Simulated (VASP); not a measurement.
Data:

```
BaS
1.0
    0.00000     3.22813     3.22813
    3.22813     0.00000     3.22813
    3.22813     3.22813     0.00000
Ba S
1 1
Direct
  0.00000   0.00000   0.00000
  0.50000   0.50000   0.50000
```

Method: PBE GGA, VASP's PBE PAW potentials (set 64) (plane waves; VASP 6.6.1). Run with 480 eV cut-off, 8×8×8 Γ-centred mesh, Gaussian smearing of 0.050 eV, potentials Ba_sv S.

Unless said otherwise, spin-orbit coupling is left out, though it shifts the bands of the heavy elements here.

### Question
What does the run give for the energy per atom (σ→0), band gap (on the k-mesh) with the smallest direct gap where there is one?

### Answer

```yaml
band gap (on the k-mesh): 2.16 eV
smallest direct gap (on the k-mesh): 2.31 eV
energy per atom (σ→0): -5.097 eV/atom
```

Only differences to runs with the same potentials and settings are physical.

The compound is BaS in the rock salt structure. It was relaxed first.
